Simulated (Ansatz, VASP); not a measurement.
# Li3B2H in VASP and in Ansatz

Contents of INCAR:

```
SYSTEM = Li3B2H
PREC = Accurate
ENCUT = 520
EDIFF = 1E-7
ISMEAR = 0
SIGMA = 0.1
LREAL = .FALSE.
LASPH = .TRUE.
NELM = 100
ALGO = Normal
ISIF = 2
LWAVE = .FALSE.
LCHARG = .FALSE.
GGA = PE
NBANDS = 17
```

Contents of KPOINTS:

```
Automatic mesh
0
G
  6 6 2
  0 0 0
```

Contents of POSCAR:

```
Li3B2H
1.0
    3.2898313300      0.0000000000      0.0000000000
   -1.6449156700      2.8490775100      0.0000000000
    0.0000000000      0.0000000000      8.1292032100
Li B H
3 2 1
Direct
    0.3333333300      0.6666666700      0.8404457200
    0.6666666700      0.3333333300      0.1595542800
    0.0000000000      0.0000000000      0.5000000000
    0.3333333300      0.6666666700      0.3297771400
    0.6666666700      0.3333333300      0.6702228600
    0.0000000000      0.0000000000      0.0000000000
```

Input for Ansatz:

```yaml
crystal:
  lattice:
    - [3.28983133, 0.0, 0.0]
    - [-1.64491567, 2.84907751, 0.0]
    - [0.0, 0.0, 8.12920321]
  atoms:
    - { symbol: Li, position: [0.33333333, 0.66666667, 0.84044572] }
    - { symbol: Li, position: [0.66666667, 0.33333333, 0.15955428] }
    - { symbol: Li, position: [0.0, 0.0, 0.5] }
    - { symbol: B, position: [0.33333333, 0.66666667, 0.32977714] }
    - { symbol: B, position: [0.66666667, 0.33333333, 0.67022286] }
    - { symbol: H, position: [0.0, 0.0, 0.0] }
basis:
  ecutwfc: 420
kpoints:
  mp_grid: { grid: [6, 6, 2] }
hamiltonian:
  xc: pbe
scf:
  occupations: { method: gaussian, width: 0.1 }
  lower_state_search: "off"
output:
  forces: true
  stress: true
  eigenvalues: true
```

Alike in both runs: task single point; functional PBE; k mesh 6 × 6 × 2; occupations gaussian, width 0.1 eV; no spin polarisation.

```csv
,VASP,Ansatz
version,VASP 6.6.1,Ansatz 0.2.0
potentials or method,"VASP PAW PBE potentials, release 64 (Li_sv, B, H)","scalar-relativistic, plane waves, PAW"
plane-wave cutoff (eV),520,420
valence electrons in the cell,16,16
```

VASP gave:

| Property | Result |
| --- | --- |
| gap on the k mesh at the Fermi level (eV) | none |
| rms of the force components (eV/Å) | 0.359 |

Question: Estimate Ansatz's values.

Answer: gap on the k mesh at the Fermi level (eV): none; rms of the force components (eV/Å): 0.358.

Atom by atom the forces differ by 0.001 eV/Å (rms over components). A gap of «none» marks a metal or a gap that the smearing closes. The functional is the same, so the differences come from potentials, cutoffs and numerics.

Caveats: the k mesh is coarse (spacing up to 0.39 Å⁻¹), so the values aren't converged.
